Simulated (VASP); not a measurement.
OSZICAR of a VASP run on C:

### OSZICAR
```
       N       E                     dE             d eps       ncg     rms          rms(c)
DAV:   1    -0.192837887386E+02   -0.19284E+02   -0.23695E-09  1168   0.292E-04    0.523E-05
DAV:   2    -0.192837887385E+02    0.17076E-09   -0.58019E-12  1680   0.193E-05    0.520E-05
DAV:   3    -0.192837887383E+02    0.12892E-09   -0.29217E-12   808   0.111E-05    0.519E-05
DAV:   4    -0.192837887385E+02   -0.16428E-09    0.10997E-12   728   0.311E-06
   1 F= -.19283789E+02 E0= -.19283723E+02  d E =-.195899E-03
```

Task: Which electronic solver shows in the log?

Result: It is blocked Davidson (ALGO = Normal, or the opening steps of other solvers). The INCAR had ALGO = Normal.

Task: Can the final energy be trusted as converged?

Result: The run converged. It stopped with EDIFF = 1E-6, NELM = 100 (PBEsol GGA, plane waves, VASP's PBE PAW potentials (set 64)).

The cell is a sheet with vacuum, built from C (graphite).
